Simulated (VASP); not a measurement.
Given:

```
MgS
1.0
    0.00000     2.65200     2.65200
    2.65200     0.00000     2.65200
    2.65200     2.65200     0.00000
Mg S
1 1
Cartesian
  0.12000   0.05000   0.00000
  2.65200   2.65200   2.65200
```

Level of theory: PBE GGA, VASP's PBE PAW potentials (set 64) (plane waves; VASP 6.6.1). Numerical set-up: 400 eV cut-off, 7×7×7 Γ-centred mesh, Gaussian smearing of 0.050 eV, potentials Mg S.

Energy and stress use the plane-wave basis of the starting cell.

**Question.** The ions, cell shape and volume are relaxed. Predict the relaxed structure.

**Answer.** 
```
MgS
1.0
   -0.00001     2.61170     2.61172
    2.61146    -0.00001     2.61172
    2.61145     2.61169     0.00000
Mg S
1 1
Direct
  0.99341   0.00659   0.01601
  0.49339   0.50661   0.51605
```
Space group Fm-3m (225), at a tolerance of 0.03 Å.

**Question.** How do energy and volume change from the first to the last step?

**Answer.** The energy (σ→0) changes by -16.9 meV/atom and the volume by -4.5 %, in 12 ionic steps.

```json
[
 {"step": "1", "E(σ→0) (eV)": "-8.4686", "max force (eV/Å)": "0.269", "pressure (GPa)": "-2.66", "volume (Å³)": "37.30"},
 {"step": "2", "E(σ→0) (eV)": "-8.4892", "max force (eV/Å)": "0.255", "pressure (GPa)": "0.27", "volume (Å³)": "35.66"},
 {"step": "3", "E(σ→0) (eV)": "-8.4894", "max force (eV/Å)": "0.252", "pressure (GPa)": "0.66", "volume (Å³)": "35.47"},
 {"step": "4", "E(σ→0) (eV)": "-8.4958", "max force (eV/Å)": "0.167", "pressure (GPa)": "0.41", "volume (Å³)": "35.51"},
 {"step": "5", "E(σ→0) (eV)": "-8.5009", "max force (eV/Å)": "0.012", "pressure (GPa)": "0.10", "volume (Å³)": "35.59"},
 {"step": "6", "E(σ→0) (eV)": "-8.5023", "max force (eV/Å)": "0.008", "pressure (GPa)": "-0.12", "volume (Å³)": "35.69"},
 {"step": "7", "E(σ→0) (eV)": "-8.5023", "max force (eV/Å)": "0.013", "pressure (GPa)": "-0.17", "volume (Å³)": "35.71"},
 {"step": "8", "E(σ→0) (eV)": "-8.5024", "max force (eV/Å)": "0.009", "pressure (GPa)": "0.14", "volume (Å³)": "35.56"},
 {"step": "9", "E(σ→0) (eV)": "-8.5024", "max force (eV/Å)": "0.011", "pressure (GPa)": "0.03", "volume (Å³)": "35.61"},
 {"step": "10", "E(σ→0) (eV)": "-8.5024", "max force (eV/Å)": "0.006", "pressure (GPa)": "0.01", "volume (Å³)": "35.62"},
 {"step": "11", "E(σ→0) (eV)": "-8.5024", "max force (eV/Å)": "0.002", "pressure (GPa)": "0.00", "volume (Å³)": "35.63"},
 {"step": "12", "E(σ→0) (eV)": "-8.5024", "max force (eV/Å)": "0.000", "pressure (GPa)": "0.00", "volume (Å³)": "35.63"}
]
```

The compound is MgS in the rock salt structure. In the starting cell atoms are displaced from their ideal sites. This run relaxes it. Symmetry was kept, so distortions that lower it aren't found.
